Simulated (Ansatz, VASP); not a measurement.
## Cross-check of WC (Qusongite) between VASP and Ansatz

Aim: how closely do two programs agree when they are given the same cell, functional and k mesh? Of the first pair: The structure shown is the end of the Ansatz relaxation below.

Method: plane waves, with VASP 6.6.1 beside it; single point at LDA and zone-centre phonons at LDA, in Ansatz 0.2.0.

## 1. Set-up

Symmetry: P-6m2, No. 187, hexagonal system. The conventional cell has a = 2.873 Å, b = 2.873 Å, c = 2.805 Å, α = 90.00°, β = 90.00°, γ = 120.00°. Nearest to C lie 6 W at 2.17 Å. Nearest to W lie 6 C at 2.17 Å. Farther neighbours are not listed.

## 2. Ansatz: relaxation, LDA

Ansatz runs on its PAW soft_1 files.

This run makes the geometry at which the two programs are then compared.

The input, input.yaml:

```yaml
crystal:
  lattice:
    - [2.8659088583, 0.0, 0.0]
    - [-1.4329544291, 2.4819498762, 0.0]
    - [0.0, 0.0, 2.8198344627]
  atoms:
    - { symbol: C, position: [0.6666666667, 0.3333333333, 0.5] }
    - { symbol: W, position: [0.0, 0.0, 0.0] }
kpoints:
  mp_grid: { grid: [18, 18, 16] }
hamiltonian:
  xc: lda
  pseudopotentials: { kind: paw, azcp: { folder: soft_1 }, xc_functional: pbe }
scf:
  occupations: { method: methfessel_paxton, width: 0.2 }
output:
  forces: true
  stress: true
  eigenvalues: true
relax:
  adjacent_minimum: "off"
  f_tol: 0.001
  max_steps: 60
  cell: { stress_tol: 0.01, fix: [volume] }
```

Launch:

```console
$ ansatz run input.yaml --threads 4 --pin off --max-ram 10240MiB --backend cpu --events-out ev --progress --plain --runs-dir out
```

Numbers of over 12 decimals in the logs are rounded to 6 here.

The program printed:

```text
Engine: ansatz 0.2.0, x86_64-unknown-linux-gnu
Pseudopotentials: kind: paw
Pseudopotential: C, paw, valence charge 4, recommended cutoff 420 eV (normal), soft_1/C.paw.azcp
Pseudopotential: W, paw, valence charge 14, recommended cutoff 420 eV (normal), soft_1/W.paw.azcp
Functional definition: SPW92
  exchange = slater_x
  correlation = pw_c
Crystal: 2 atoms, lattice volume = 20.058 Å³
Basis set: ecut = 420 eV, 405 PW (Γ)
Bands: 13, of which v1, the nominal top of the filled ones, is band 9 counted from 1 (8 counted from 0)
Symmetry: 12 space group operations
Space group: P-6m2 (ITA 187), of the structure as read, at distance tolerance 2.7e-5 Å
k-points: 333 of 5184 (time reversal used)
Non-local potential: C, projectors of the file, l = 0: 2, l = 1: 2, l = 2: 1
Non-local potential: W, projectors of the file, l = 0: 3, l = 1: 2, l = 2: 2, l = 3: 1
PAW form: soft (Blöchl's): semilocal exchange-correlation on the pseudo side does not see the compensation charge
PAW frozen core: C, regenerated for the run's functional, and the local potential with it (the file was generated under x = pbe(κ = 0.804, μ = 0.219515), c = pbe(β = 0.066725))
PAW frozen core: W, regenerated for the run's functional, and the local potential with it (the file was generated under x = pbe(κ = 0.804, μ = 0.219515), c = pbe(β = 0.066725))
PAW one-centre angular grid: C, 110 points (default); XC on 64 Gauss nodes
PAW one-centre angular grid: W, 590 points (default); XC on 64 Gauss nodes
Initial density: superposition of atomic densities (chi_scale 0.1, normalization cell, long waves kept (reshape's long-wave potential 0.00 eV rms))
Initial wavefunctions: pseudopotential atomic-orbital guess
Functional: x = slater, c = lda
SCF iter   1: F=—  HF=-10375.420273 eV  |F-HF|=—  |Δ(HF+E_count)|=         —  Δρ=1.35e-1  dr2=4.82e0  ethr=3.10e-3  ⟨swp⟩=5.0  Hψ=21646  notcnv=0
preconditioner: auto → none  [metal: Δε(μ)=0.037 eV  Ē_g=11.022 eV  σ=0.200 eV  W_gap=0.16  n_scr=8 (ndim 8)  ℏωp=26.2 eV  f_vac=0.000  D(μ)=0.19/eV (n_scr^D=0)  sad-step TF]
SCF iter   2: F=—  HF=-10374.806016 eV  |F-HF|=—  |Δ(HF+E_count)|=   6.14e-1  S|Δr|=    0.00e0  Δρ=9.46e-2  dr2=2.43e0  ethr=3.10e-3  ⟨swp⟩=2.0  Hψ=8242  notcnv=0
SCF iter   3: F=—  HF=-10374.175014 eV  |F-HF|=—  |Δ(HF+E_count)|=   6.31e-1  S|Δr|=    0.00e0  Δρ=6.84e-3  dr2=7.41e-3  ethr=3.10e-3  ⟨swp⟩=2.2  Hψ=7456  notcnv=0
SCF iter   4: F=—  HF=-10374.175169 eV  |F-HF|=—  |Δ(HF+E_count)|=   1.55e-4  S|Δr|=    0.00e0  Δρ=1.13e-3  dr2=1.07e-4  ethr=4.12e-5  ⟨swp⟩=1.6  Hψ=8044  notcnv=0
SCF iter   5: F=—  HF=-10374.175224 eV  |F-HF|=—  |Δ(HF+E_count)|=   5.50e-5  S|Δr|=    0.00e0  Δρ=1.47e-4  dr2=2.82e-6  ethr=5.94e-7  ⟨swp⟩=2.3  Hψ=6369  notcnv=0
SCF iter   6: F=—  HF=-10374.175224 eV  |F-HF|=—  |Δ(HF+E_count)|=   1.80e-7  S|Δr|=    0.00e0  Δρ=2.30e-5  dr2=6.28e-8  ethr=5.56e-10  ⟨swp⟩=6.9  Hψ=22220  notcnv=0
SCF iter   7: F=-10374.175224 eV  HF=-10374.175224 eV  |F-HF|=6.13e-10  |Δ(HF+E_count)|=   1.85e-8  S|Δr|=    0.00e0  Δρ=4.62e-6  dr2=1.68e-9  ethr=3.49e-10  ⟨swp⟩=2.3  Hψ=15138  notcnv=0
SCF 1 converged in 7 iterations: F = -10374.175224 eV  dr2 = 1.68e-9
  greatest PAW one-centre occupation: 0.999 electrons in one spin orbital (limit 2), on the W atom at site 1 (counted from 0), in its partial waves of l = 0
relax step   1: F+E_penalty+E_count = -10374.17522402 eV  Δ(F+E_penalty+E_count) = +0.000e0 eV  max|allowed force component| = 3.238e-17 eV/Å  Δτ_max = 0.0000 Å  P = +3.992 GPa  Ω = 20.058 Å³  fix = [volume]  reactions: volume +3.992 GPa  (7 SCF iters, dr2 threshold 1.00e-7 eV, accepted)
[...]
relax step   3: F+E_penalty+E_count = -10374.17721283 eV  Δ(F+E_penalty+E_count) = -1.989e-3 eV  max|allowed force component| = 3.261e-16 eV/Å  Δτ_max = 0.0000 Å  P = +4.323 GPa  Ω = 20.058 Å³  energy of the carried Pulay correction = +6.418e-6 eV  fix = [volume]  reactions: volume +4.323 GPa  (7 SCF iters, accepted)
[...]
relax step   4: F+E_penalty+E_count = -10374.17721289 eV  Δ(F+E_penalty+E_count) = -5.220e-8 eV  max|allowed force component| = 2.475e-16 eV/Å  Δτ_max = 0.0000 Å  P = +4.324 GPa  Ω = 20.058 Å³  energy of the carried Pulay correction = +6.442e-6 eV  fix = [volume]  reactions: volume +4.324 GPa  (2 SCF iters, dr2 threshold 5.78e-10 eV, accepted)
[...]
relax step   5: F+E_penalty+E_count = -10374.17721801 eV  Δ(F+E_penalty+E_count) = -5.127e-6 eV  max|allowed force component| = 1.758e-16 eV/Å  Δτ_max = 0.0000 Å  P = +4.325 GPa  Ω = 20.058 Å³  fix = [volume]  reactions: volume +4.325 GPa  stress off target by 1.34e-2 GPa on what of the cell is left free  SCF on the basis re-selected at this cell (its energy is not comparable with the rows above)  (4 SCF iters)
[...]
relax step   6: F+E_penalty+E_count = -10374.17721806 eV  Δ(F+E_penalty+E_count) = -4.650e-8 eV  max|allowed force component| = 2.313e-17 eV/Å  Δτ_max = 0.0000 Å  P = +4.326 GPa  Ω = 20.058 Å³  energy of the carried Pulay correction = +2.490e-8 eV  fix = [volume]  reactions: volume +4.326 GPa  (2 SCF iters, dr2 threshold 4.47e-10 eV, accepted)
[...]
relax step   7: F+E_penalty+E_count = -10374.17721775 eV  Δ(F+E_penalty+E_count) = +3.140e-7 eV  max|allowed force component| = 8.789e-17 eV/Å  Δτ_max = 0.0000 Å  P = +4.326 GPa  Ω = 20.058 Å³  fix = [volume]  reactions: volume +4.326 GPa  stress off target by 1.31e-4 GPa on what of the cell is left free  SCF on the basis re-selected at this cell (its energy is not comparable with the rows above)  (3 SCF iters)
basis re-selected at this cell: Δ(F+E_penalty+E_count) = +3.140e-7 eV, ΔP = +0.000 GPa vs the last step (what re-selecting the basis moved, of the pressure what is left beyond the Pulay correction that the steps carried, after the strain that the cell walked since its last selection, with what the two solves' SCF thresholds leave and, on support functions, any second-order correction that the steps lacked; it is no m [...]
SCF converged after 3 iterations
Stability not checked: this state was not tested for a lower state beside it, because cold or Methfessel-Paxton smearing, or corrected tetrahedra, fill the levels in a way that the test cannot read (fill_not_monotonic; see scf.lower_state_search)
Free energy (F): -10374.177218 eV
Harris-Foulkes:  -10374.177218 eV  (|F-HF|=7.28e-12)
Internal energy: -10374.177081 eV  (E = F + TS)
E sigma→0 (E₀):  -10374.177183 eV
Entropy (-TS):   -0.000137 eV (-0.069 meV/atom)
Fermi energy:    20.925233 eV
--- Per-component energies (eV) ---
  E_band       = -52.612943
  E_kinetic    = 512.979142
  E_local      = -584.453513  (includes V_loc(G=0)·N_el)
  E_nonlocal   = 4.064362
  E_hartree    = 241.353042
  E_xc         = -314.804786
  E_vxc        = -292.130667  (∫ρ·V_xc dr)
  E_paw        = -8416.886594  (= ΣΔE_a)
  E_vpaw       = -175.778508  (= ΣTr[D̂ρ^β])
  E_aug_tail   = 0.000158  (compensation charges beyond the density's cutoff)
  E_ewald      = -1816.774974
  E_core_change = 0.346082  (= ΣΔE_core)
  E_smearing   = -0.000137  (= −TS)
  E_closure    = 0.000000  (closes the sum)
  Σ components = -10374.177218   (vs F -10374.177218, Δ=0.00e0)
--- Forces (eV/Å), atoms counted from 1 ---
  atom   1  C     -0.00000000     0.00000000     0.00000000
  atom   2  W     -0.00000000     0.00000000     0.00000000
  max |Σ_I F_I| component: 2.68e-16 eV/Å
--- Stress (GPa, compression-positive) ---
        4.326110      -0.000000       0.000000
       -0.000000       4.326110      -0.000000
        0.000000      -0.000000       4.326307
  P = ⅓ Tr σ = 4.3262 GPa (43.262 kbar)
--- Band table (eV; the first three rows and the last of 333) ---
  k-point 0: bands = [... 5 lower, 16.4045, 17.4336, 17.4336, 21.0322, 24.2617, 24.2617, 26.6966, 26.6966]
  k-point 1: bands = [... 5 lower, 16.3696, 17.4788, 17.4788, 21.0133, 23.8916, 23.8916, 26.9262, 26.9262]
  k-point 2: bands = [... 5 lower, 16.2141, 17.6110, 17.6110, 21.0443, 23.1184, 23.1184, 27.2495, 27.2495]
  k-point 332: bands = [... 5 lower, 13.4097, 15.4222, 19.3816, 20.2540, 25.5061, 27.7193, 28.8328, 30.3928]
--- Relaxed structure (5 steps of the walk, 4 accepted, 2 SCFs on fresh bases) ---
  F+E_penalty+E_count = -10374.17721775 eV   max|allowed force component| = 8.789e-17 eV/Å   (the final SCF, on the basis selected at the relaxed cell)
  cell:  # Å, volume = 20.0576 Å³
    - [2.873433, -2.8943247464763708e-11, 0]
    - [-1.436717, 2.488466, -1.2026254740726036e-19]
    - [0, -1.3663469959637054e-19, 2.805085]
  atoms:
    - { symbol: C, position: [0.666667, 0.333333, 0.500000] }
    - { symbol: W, position: [-3.700743415524895e-17, 0, 0] }
```

## 3. VASP: single point, LDA

The same cell, functional (in two slightly different forms), mesh and smearing now go to VASP, with its own data sets.

Lines of VASP's logs that name or quote its potential files are left out, and so is its time.

The input, INCAR:

```
SYSTEM = WC
PREC = Accurate
ENCUT = 600
EDIFF = 1E-06
NELM = 120
ISMEAR = 1
SIGMA = 0.2
LREAL = .FALSE.
ALGO = Normal
GGA = CA
NBANDS = 11
LASPH = .TRUE.
LORBIT = 11
LWAVE = .FALSE.
LCHARG = .FALSE.
ISIF = 2
GGA_COMPAT = .FALSE.
KPAR = 2
```

The input, POSCAR:

```
WC
1.0
    2.8734333739      0.0000000000      0.0000000000
   -1.4367166869      2.4884662979      0.0000000000
    0.0000000000      0.0000000000      2.8050854815
C W
1 1
Direct
    0.6666666667      0.3333333333      0.5000000000
    0.0000000000      0.0000000000      0.0000000000
```

The input, KPOINTS:

```
Automatic mesh
0
Gamma
18 18 16
0 0 0
```

Potentials, in the order of the species: C and W (LDA family, release 64).

Launch:

```console
$ mpirun -np 2 vasp_std
```

The program printed:

```text
[banner, memory and clock lines left out]
running    2 mpi-ranks, on    1 nodes
 distrk:  each k-point on    1 cores,    2 groups
 distr:  one band on    1 cores,    1 groups

 POSCAR found type information on POSCAR C W
 POSCAR found :  2 types and       2 ions
 LDA part: xc-table for (Slater(with rela. corr.)+CA(PZ))
 , standard interpolation
 POSCAR, INCAR and KPOINTS ok, starting setup
 FFT: planning ... GRIDC
 FFT: planning ... GRID_SOFT
 FFT: planning ... GRID
 WAVECAR not read
 entering main loop
       N       E                     dE             d eps       ncg     rms          rms(c)
DAV:   1     0.237647756730E+02    0.23765E+02   -0.55161E+03  7326   0.930E+02
DAV:   2    -0.260475750874E+02   -0.49812E+02   -0.47514E+02  8556   0.203E+02
DAV:   3    -0.279652720295E+02   -0.19177E+01   -0.18996E+01  9040   0.339E+01
DAV:   4    -0.279759856206E+02   -0.10714E-01   -0.10712E-01  7925   0.292E+00
DAV:   5    -0.279760194227E+02   -0.33802E-04   -0.33801E-04  8878   0.171E-01    0.357E+01
DAV:   6    -0.249447541928E+02    0.30313E+01   -0.13760E+01  8405   0.224E+01    0.114E+01
DAV:   7    -0.248584273628E+02    0.86327E-01   -0.68235E-01  7512   0.673E+00    0.856E+00
DAV:   8    -0.248131149891E+02    0.45312E-01   -0.10258E-01  8024   0.241E+00    0.248E+00
DAV:   9    -0.248065167046E+02    0.65983E-02   -0.15579E-02  7938   0.799E-01    0.109E-01
DAV:  10    -0.248064349362E+02    0.81768E-04   -0.73152E-04  8340   0.239E-01    0.158E-01
DAV:  11    -0.248064224934E+02    0.12443E-04   -0.64323E-05  8512   0.562E-02    0.695E-03
DAV:  12    -0.248064216588E+02    0.83469E-06   -0.33942E-06  5973   0.129E-02
   1 F= -.24806422E+02 E0= -.24806334E+02  d E =-.264138E-03
```

Parts of OUTCAR (step 3):

```text
ion  position               nearest neighbor table
   1  0.667  0.333  0.500-   2 2.17   2 2.17   2 2.17   2 2.17   2 2.17   2 2.17
   2  0.000  0.000  0.000-   1 2.17   1 2.17   1 2.17   1 2.17   1 2.17   1 2.17

  LATTYP: Found a hexagonal cell.
 ALAT       =     2.8734333739
 C/A-ratio  =     0.9762138586

 Subroutine GETGRP returns: Found 12 space group operations
 (whereof 12 operations were pure point group operations)

The static configuration has the point symmetry D_3h.

 Found    333 irreducible k-points:

   k-points           NKPTS =    333   k-points in BZ     NKDIM =    333   number of bands    NBANDS=     11

   dimension x,y,z NGX =    24 NGY =   24 NGZ =   24
   dimension x,y,z NGXF=    48 NGYF=   48 NGZF=   48

   ENCUT  =  600.0 eV  44.10 Ry    6.64 a.u.   5.74  5.74  5.60*2*pi/ulx,y,z

   NELECT =      10.0000    total number of electrons

 k-points in reciprocal lattice and weights: Automatic mesh
   0.00000000  0.00000000  0.00000000       0.000
   0.05555556  0.00000000  0.00000000       0.001
   0.11111111  0.00000000  0.00000000       0.001
   0.16666667  0.00000000  0.00000000       0.001
   0.22222222  0.00000000  0.00000000       0.001
   0.27777778  0.00000000  0.00000000       0.001
   0.33333333  0.00000000  0.00000000       0.001
   0.38888889  0.00000000  0.00000000       0.001
   0.44444444  0.00000000  0.00000000       0.001
[...]
0.33333333  0.27777778  0.50000000       0.002
   0.33333333  0.33333333  0.50000000       0.000

 average (electrostatic) potential at core
       1 -49.7929       2 -37.0523

 E-fermi :   8.7240

 k-point     1 :       0.0000    0.0000    0.0000
  band No.  band energies     occupation
      1      -5.8148      2.00000
      2       4.1967      2.00000
      3       5.2384      2.00000
      4       5.2384      2.00000
      5       8.8838      0.02040
      6      12.0323     -0.00000
      7      12.0323     -0.00000
      8      14.5443      0.00000
      9      14.5443      0.00000
    ...

 k-point     2 :       0.0556    0.0000    0.0000
  band No.  band energies     occupation
      1      -5.7330      2.00000
      2       4.2289      2.00000
      3       5.1203      2.00000
      4       5.3193      2.00000
      5       8.6049      1.83592
      6      12.0010     -0.00000
      7      12.3373     -0.00000
      8      14.3766      0.00000
      9      14.4848      0.00000
     10      15.8656      0.00000
    ...

 k-point     3 :       0.1111    0.0000    0.0000
  band No.  band energies     occupation
      1      -5.4936      2.00000
      2       4.2125      2.00000
      3       4.9190      2.00000
      4       5.5562      2.00000
      5       7.9863      2.00000
      6      11.9122     -0.00000
      7      13.0233      0.00000
      8      13.9298      0.00000
      9      14.3224      0.00000
     10      16.5388      0.00000
    ...

  Total        0.6135789      0.6135789      0.6739998      0.0000000     -0.0000000     -0.0000000
  in kB       49.0119522     49.0119522     53.8383032      0.0000000     -0.0000000     -0.0000000
  external PRESSURE =      50.6207359 kB  Pullay stress =       0.0000000 kB

  energy-cutoff  :      600.00
  volume of cell :       20.06
      direct lattice vectors                 reciprocal lattice vectors
     2.873433374  0.000000000  0.000000000     0.348015725  0.200926973  0.000000000
    -1.436716687  2.488466298  0.000000000     0.000000000  0.401853945  0.000000000
     0.000000000  0.000000000  2.805085481     0.000000000  0.000000000  0.356495375

 POSITION                                       TOTAL-FORCE (eV/Angst)
 -----------------------------------------------------------------------------------
      1.43672      0.82949      1.40254        -0.000000     -0.000000      0.000000
      0.00000      0.00000      0.00000         0.000000      0.000000      0.000000
 -----------------------------------------------------------------------------------
    total drift:                               -0.000000      0.000000      0.000000

  FREE ENERGIE OF THE ION-ELECTRON SYSTEM (eV)
  ---------------------------------------------------
  free  energy   TOTEN  =       -24.8064216588 eV

  energy  without entropy=      -24.8061575206  energy(sigma->0) =      -24.80633361

 total charge
# of ion       s       p       d       tot
------------------------------------------
    1        0.848   1.601   0.000   2.450
    2        0.646   0.923   4.460   6.028
--------------------------------------------------
tot          1.494   2.524   4.460   8.478

[... 3 further parts left out ...]
```

The run ends at a pressure of 5.06 GPa.

## 4. Comparison

Known differences besides the potentials themselves: the two LDA forms differ slightly; the data sets hold 18 valence electrons in Ansatz (on its PAW soft_1 files) and 10 in VASP; the cutoff is 420 eV in Ansatz and 600 eV in VASP; VASP's log shows a relativistic correction to its local exchange, Ansatz's none; Ansatz's pressure holds a Pulay correction, VASP's none. Total energies have different zeros and are not compared.

Both answers:

| quantity | Ansatz | VASP | difference |
| --- | --- | --- | --- |
| pressure (GPa) | 4.33 | 5.06 | -0.74 |

(Part 1 of 2 ends here.)

[Lines on the potential files, build, host, timing and source positions are cut from VASP's logs without a mark.]

[Logs are printed without paths, hosts, clocks, repeated set-up lines and the standing remarks that a program may print on its own settings, such as how far it seeks lower states.]

[Hosts, paths, dates, database ids (printed as entryN), source tags and the programs' standing remarks are cut or masked in the printed files.]
